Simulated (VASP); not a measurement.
OSZICAR of a VASP run on NiSb (NiAs type):

OSZICAR:
```
       N       E                     dE             d eps       ncg     rms          rms(c)
DAV:   1     0.161562478409E+03    0.16156E+03   -0.11952E+04  1520   0.152E+03
DAV:   2    -0.130577927020E+02   -0.17462E+03   -0.16982E+03  1532   0.312E+02
DAV:   3    -0.214700548070E+02   -0.84123E+01   -0.81163E+01  1799   0.833E+01
DAV:   4    -0.217111105735E+02   -0.24106E+00   -0.23836E+00  1725   0.133E+01
DAV:   5    -0.217185465661E+02   -0.74360E-02   -0.74342E-02  1926   0.241E+00    0.132E+01
DAV:   6    -0.246768089646E+02   -0.29583E+01   -0.37038E+01  1669   0.110E+02    0.180E+01
DAV:   7    -0.203158673858E+02    0.43609E+01   -0.13653E+01  1658   0.768E+01    0.383E+00
DAV:   8    -0.203704478977E+02   -0.54581E-01   -0.17089E+00  2071   0.124E+01    0.270E+00
DAV:   9    -0.203094681686E+02    0.60980E-01   -0.25302E-01  1743   0.874E+00    0.644E-01
DAV:  10    -0.203100730378E+02   -0.60487E-03   -0.75861E-03  1610   0.808E-01    0.516E-01
DAV:  11    -0.203097324967E+02    0.34054E-03   -0.73221E-04  1670   0.234E-01    0.163E-01
DAV:  12    -0.203094701271E+02    0.26237E-03   -0.79660E-04  2121   0.491E-01    0.489E-02
DAV:  13    -0.203094764769E+02   -0.63498E-05   -0.87832E-05  1616   0.678E-02    0.365E-02
DAV:  14    -0.203094771355E+02   -0.65857E-06   -0.51376E-06  1681   0.272E-02    0.656E-03
DAV:  15    -0.203094762784E+02    0.85708E-06   -0.10414E-06  1745   0.168E-02    0.256E-03
DAV:  16    -0.203094760882E+02    0.19024E-06   -0.16971E-07   870   0.495E-03    0.897E-04
DAV:  17    -0.203094761172E+02   -0.29020E-07   -0.11024E-07   793   0.276E-03
   1 F= -.19869488E+02 E0= -.19870014E+02  d E =-.198695E+02
       N       E                     dE             d eps       ncg     rms          rms(c)
DAV:   1    -0.204060544723E+02   -0.96578E-01   -0.10226E+00  1637   0.168E+01    0.309E+00
DAV:   2    -0.206337038522E+02   -0.22765E+00   -0.25310E+00  1654   0.298E+01    0.480E+00
DAV:   3    -0.203039709920E+02    0.32973E+00   -0.10895E+00  1652   0.214E+01    0.404E-01
DAV:   4    -0.203061670412E+02   -0.21960E-02   -0.55016E-02  1680   0.150E+00    0.434E-01
DAV:   5    -0.203041364339E+02    0.20306E-02   -0.50971E-03  1788   0.129E+00    0.122E-01
DAV:   6    -0.203041448699E+02   -0.84359E-05   -0.26637E-04  1565   0.119E-01    0.990E-02
DAV:   7    -0.203041012832E+02    0.43587E-04   -0.46320E-05  2211   0.939E-02    0.231E-02
DAV:   8    -0.203040966532E+02    0.46300E-05   -0.22599E-05  2295   0.477E-02    0.563E-03
DAV:   9    -0.203040966844E+02   -0.31147E-07   -0.11247E-06  2086   0.123E-02    0.476E-03
DAV:  10    -0.203040966460E+02    0.38347E-07   -0.81937E-08   851   0.352E-03
   2 F= -.19870020E+02 E0= -.19870432E+02  d E =-.531844E-03
       N       E                     dE             d eps       ncg     rms          rms(c)
DAV:   1    -0.203266608650E+02   -0.22564E-01   -0.19034E-01  1634   0.736E+00    0.132E+00
DAV:   2    -0.203679622235E+02   -0.41301E-01   -0.47965E-01  1689   0.129E+01    0.213E+00
DAV:   3    -0.203078647011E+02    0.60098E-01   -0.21389E-01  1670   0.891E+00    0.220E-01
DAV:   4    -0.203077071728E+02    0.15753E-03   -0.66527E-03  1558   0.560E-01    0.103E-01
DAV:   5    -0.203075690569E+02    0.13812E-03   -0.38347E-04  2050   0.347E-01    0.253E-02
DAV:   6    -0.203075666943E+02    0.23626E-05   -0.53544E-05  1781   0.568E-02    0.104E-02
DAV:   7    -0.203075669737E+02   -0.27941E-06   -0.25130E-06  1616   0.172E-02    0.894E-03
DAV:   8    -0.203075674589E+02   -0.48521E-06   -0.40416E-07  1313   0.101E-02    0.404E-03
DAV:   9    -0.203075674090E+02    0.49906E-07   -0.63164E-07  1646   0.147E-02
   3 F= -.19870938E+02 E0= -.19871411E+02  d E =-.145010E-02
```

Q: Which electronic solver shows in the log?

A: It is blocked Davidson (ALGO = Normal, or the opening steps of other solvers). The INCAR had ALGO = Normal.

Q: How was spin treated?

A: Without spin polarisation: there is no mag entry.

Q: Can the final energy be trusted as converged?

A: The calculation finished and met its thresholds. It stopped with EDIFF = 1E-7, NELM = 100, NSW = 40 and EDIFFG = -0.01 after 3 ionic steps (PBE GGA, plane waves, VASP's PBE PAW potentials (set 64)).

The compound is NiSb in the NiAs type structure. This run relaxes it under an external pressure of 1 GPa. Symmetry was kept, so distortions that lower it aren't found. The run is not spin-polarised, so no magnetic state was tried.
